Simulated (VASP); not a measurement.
The system is ZrB2.

```
CELL_PARAMETERS angstrom
3.17117 0.00000 0.00000
-1.58558 2.74631 0.00000
0.00000 0.00000 3.54230
ATOMIC_POSITIONS crystal
Zr 0.00000 0.00000 0.00000
B 0.33333 0.66667 0.50000
B 0.66667 0.33333 0.50000
```

* Program: VASP 6.6.1
* Task: relaxation of cell and atoms
* Functional: PBE
* Dispersion: D3(BJ)
* Potentials or basis: VASP PAW PBE potentials, release 64 (Zr_sv, B)
* Cutoff: 600 eV
* k mesh: 15 × 15 × 12
* Occupations: gaussian, width 0.1 eV
* Spin: no spin polarisation

At the start: pressure -6.1 GPa; volume 10.28 Å³/atom.

Question: How do energy, volume and symmetry change on relaxing?

Answer: Over 9 steps the energy falls by 5.0 meV/atom and the volume is 10.02 Å³/atom (-2.5 %); space group P6/mmm (No. 191, to 0.05 Å).

The path:
| step | energy change (eV) | largest force (eV/Å) | pressure (GPa) | volume (Å³) |
| --- | --- | --- | --- | --- |
| 1 | 0.0000 | 0.0000 | -6.05 | 30.85 |
| 2 | 0.0088 | 0.0000 | 8.39 | 29.15 |
| 3 | -0.0150 | 0.0000 | -0.02 | 30.08 |
| 4 | -0.0150 | 0.0000 | 0.08 | 30.07 |
| 5 | -0.0150 | 0.0000 | -0.05 | 30.09 |
| 6 | -0.0150 | 0.0000 | -0.08 | 30.09 |
| 7 | -0.0150 | 0.0000 | -0.10 | 30.09 |
| 8 | -0.0150 | 0.0000 | 0.13 | 30.06 |
| 9 | -0.0150 | 0.0000 | 0.04 | 30.07 |

Final structure:
```
Zr B
1.0
     3.14488    0.00000    0.00000
    -1.57244    2.72355    0.00000
     0.00000    0.00000    3.51125
Zr B
1 2
Direct
  0.00000 0.00000 0.00000
  0.33333 0.66667 0.50000
  0.66667 0.33333 0.50000
```

Caveat: pairwise dispersion overbinds metals, which lowers pressure and volume.
